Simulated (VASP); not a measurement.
VASP input:

### INCAR
```
! general
SYSTEM  = GaN
PREC    = Accurate
ENCUT   = 450
LREAL   = .FALSE.
LASPH   = .TRUE.

! electronic loop
EDIFF   = 1E-6
NELM    = 100
ALGO    = Normal
LMAXMIX = 4

! smearing
ISMEAR  = 0
SIGMA   = 0.05

! functional
GGA     = PE

! output
LWAVE   = .FALSE.
LCHARG  = .TRUE.
```

File KPOINTS:
```
Automatic mesh
0
Gamma
9 9 9
0 0 0
```

POSCAR:
```
GaN
1
    0.0000000000     2.2709286480     2.2709286480
    2.2709286480    -0.0000000000     2.2709286480
    2.2709286480     2.2709286480     0.0000000000
Ga N
1 1
Direct
  0.0000000000   0.0000000000   0.0000000000
  0.2500000000   0.2500000000   0.2500000000
```

POTCAR, in this order: Ga_d N (PBE.64 set). Program: vasp_std.

Task: Write an equivalent input for Ansatz.

Result: One equivalent input (not run):
Ansatz 0.2 input:
```yaml
crystal:
  lattice:
    - [0.0000000, 2.2709286, 2.2709286]
    - [2.2709286, 0.0000000, 2.2709286]
    - [2.2709286, 2.2709286, 0.0000000]
  atoms:
    - { symbol: Ga, position: [0.0000000, 0.0000000, 0.0000000] }
    - { symbol: N, position: [0.2500000, 0.2500000, 0.2500000] }
kpoints:
  mp_grid: { grid: [9, 9, 9] }
hamiltonian:
  xc: pbe
  pseudopotentials: { kind: paw }
scf:
  occupations: { method: gaussian, width: 0.05 }
  max_iter: 100
output: { forces: true, stress: true, eigenvalues: true }
```
Limits of the translation: each code has its own PAW files, so the cut-off isn't converted (ENCUT is set for VASP's; basis.ecutwfc is left out, and Ansatz then takes the one that its files recommend); Ansatz stops its SCF on the density residual and VASP on the energy change (EDIFF).

The compound is GaN in the zinc blende structure, a metastable form; wurtzite is the usual one. It was relaxed first.
